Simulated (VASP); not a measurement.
VASP input:

**KPOINTS**
```
Automatic
0
gamma
8 8 8
0 0 0
```

### INCAR
```
# general
SYSTEM  = AgBr
PREC    = Accurate
ENCUT   = 520
LREAL   = .FALSE.
LASPH   = .TRUE.

# electronic loop
EDIFF   = 1E-7
NELM    = 100
ALGO    = Normal
LMAXMIX = 4

# smearing
ISMEAR  = 0
SIGMA   = 0.05

# functional
GGA     = RP

# ions
ISIF    = 2

# output
LWAVE   = .FALSE.
LCHARG  = .FALSE.
```

**POSCAR**
```
AgBr
1.0
  0.0000000000   3.0257185217   3.0257185217
  3.0257185217   0.0000000000   3.0257185217
  3.0257185217   3.0257185217   0.0000000000
Ag Br
1 1
direct
  0.0000000000   0.0000000000   0.0000000000
  0.5000000000   0.5000000000   0.5000000000
```

POTCAR, in this order: Ag Br (PBE.64 set). Program: vasp_std.

Task: Translate this RPBE calculation to Ansatz.

Result: One equivalent input (not run):
Ansatz 0.2 input:
```yaml
crystal:
  lattice:
    - [0.0000000, 3.0257185, 3.0257185]
    - [3.0257185, 0.0000000, 3.0257185]
    - [3.0257185, 3.0257185, 0.0000000]
  atoms:
    - { symbol: Ag, position: [0.0000000, 0.0000000, 0.0000000] }
    - { symbol: Br, position: [0.5000000, 0.5000000, 0.5000000] }
kpoints:
  mp_grid: { grid: [8, 8, 8] }
hamiltonian:
  xc: rpbe
  pseudopotentials: { kind: paw }
scf:
  occupations: { method: gaussian, width: 0.05 }
  max_iter: 100
output: { forces: true, stress: true, eigenvalues: true }
```
Limits of the translation: each code has its own PAW files, so the cut-off isn't converted (ENCUT is set for VASP's; basis.ecutwfc is left out, and Ansatz then takes the one that its files recommend); Ansatz stops its SCF on the density residual and VASP on the energy change (EDIFF).

The compound is AgBr in the rock salt structure. This cell is one point of a volume scan, at 1.03 of the reference volume.
